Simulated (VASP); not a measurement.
Li: relaxation of cell and atoms with PBE

Li:

```xyz
1
Lattice="-1.7197 1.7197 1.7197 1.7197 -1.7197 1.7197 1.7197 1.7197 -1.7197" Properties=species:S:1:pos:R:3 pbc="T T T"
Li    0.0000    0.0000    0.0000
```

```
Program                : VASP 6.6.1
Task                   : relaxation of cell and atoms
Functional             : PBE
Potentials or basis    : VASP PAW PBE potentials, release 64 (Li_sv)
Cutoff                 : 600 eV
k mesh                 : 13 × 13 × 13
Occupations            : gaussian, width 0.1 eV
Spin                   : no spin polarisation
Further INCAR settings : ALGO = Fast; EDIFF = 1e-06; IBRION = 2; EDIFFG = -0.01; NSW = 40; ISIF = 3
```

```
Relaxed volume                         : 20.14 Å³/atom
Relaxed cell                           : a = 2.968 Å, b = 2.968 Å, c = 2.968 Å, α = 109.47°, β = 109.47°, γ = 109.47°
Space group after relaxing (to 0.05 Å) : Im-3m (No. 229)
Energy gained by relaxing              : 0.2 meV/atom
Ionic steps                            : 3
Pressure after relaxing                : -0.1 GPa
Band gap on the k mesh                 : none (metal or under the smearing width)
```

Step by step:
| step | energy change (eV) | largest force (eV/Å) | pressure (GPa) | volume (Å³) |
| --- | --- | --- | --- | --- |
| 1 | 0.0000 | 0.0000 | -0.14 | 20.34 |
| 2 | -0.0001 | 0.0000 | -0.17 | 20.29 |
| 3 | -0.0002 | 0.0000 | -0.05 | 20.14 |

Final structure:
```
Li
1.0
    -1.71385    1.71385    1.71385
     1.71385   -1.71385    1.71385
     1.71385    1.71385   -1.71385
Li
1
Cartesian
  0.0000 0.0000 0.0000
```

Levels at points of the mesh, in eV from the Fermi level:
| k point | band 1 | band 2 | band 3 | band 4 |
| --- | --- | --- | --- | --- |
| (0.00, 0.00, 0.00) | -46.57 | -3.63 | 14.62 | 14.62 |

Wall time 6.8 s on 1 thread of Intel(R) Xeon(R) 6975P-C (Granite Rapids), on a shared host, peak memory 0.13 GiB.

Caveat: the cutoff is under 1.25 times the usual one of these potentials, so pressure, stress and relaxed cells hold a basis-set (Pulay) error.
